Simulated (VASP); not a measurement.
VASP input:

### KPOINTS
```
Automatic mesh
0
Gamma
5 5 5
0 0 0
```

### POSCAR
```
PbF2
5.940
  0.0000000000   0.5000000000   0.5000000000
  0.5000000000   0.0000000000   0.5000000000
  0.5000000000   0.5000000000   0.0000000000
Pb F
1 2
Cartesian
  0.0000000000   0.0000000000   0.0000000000
  0.2500000000   0.2500000000   0.2500000000
  0.7500000000   0.7500000000   0.7500000000
```

INCAR:
```
SYSTEM  =  PbF2
PREC  =  Accurate; ENCUT  =  400; LREAL  =  .False.
LASPH  =  .True.
EDIFF  =  1E-6; NELM  =  100; ALGO  =  Normal
LMAXMIX  =  4
ISMEAR  =  -1; SIGMA  =  0.02
GGA  =  PE
ISIF  =  2
LWAVE  =  .False.; LCHARG  =  .False.
```

POTCAR, in this order: Pb_d F (PBE.64 set). Program: vasp_std.

### Question
Translate this PBE calculation to Quantum ESPRESSO's pw.x.

### Answer
One equivalent input (not run):
```
&CONTROL
  calculation = 'scf'
  pseudo_dir = './pseudo'
  outdir = './out'
  tprnfor = .true.
  tstress = .true.
/
&SYSTEM
  ibrav = 0
  nat = 3
  ntyp = 2
  ecutwfc = 84
  occupations = 'smearing'
  smearing = 'fermi-dirac'
  degauss = 0.00147
  input_dft = 'pbe'
/
&ELECTRONS
  conv_thr = 7.3e-08
  electron_maxstep = 100
/
ATOMIC_SPECIES
  Pb 207.200 Pb.upf
  F 18.998 F.upf
CELL_PARAMETERS angstrom
     0.0000000    2.9700000    2.9700000
     2.9700000    0.0000000    2.9700000
     2.9700000    2.9700000    0.0000000
ATOMIC_POSITIONS crystal
  Pb   0.0000000  0.0000000  0.0000000
  F    0.2500000  0.2500000  0.2500000
  F    0.7500000  0.7500000  0.7500000
K_POINTS automatic
  5 5 5 0 0 0
```
The two are equivalent in intent, not identical: the potentials are each code's own (VASP's PAW set, PseudoDojo norm-conserving files in pw.x), so ENCUT and ecutwfc are chosen apart and not converted; conv_thr bounds pw.x's estimated SCF error, while EDIFF bounds the energy change between steps.

The structure is a typed PbF2 crystal (Fm-3m). The cell was not relaxed at this level. The run is one of a series of settings (KPOINTS 5×5×5 Γ-centred mesh against the base run), some of them coarse on purpose.
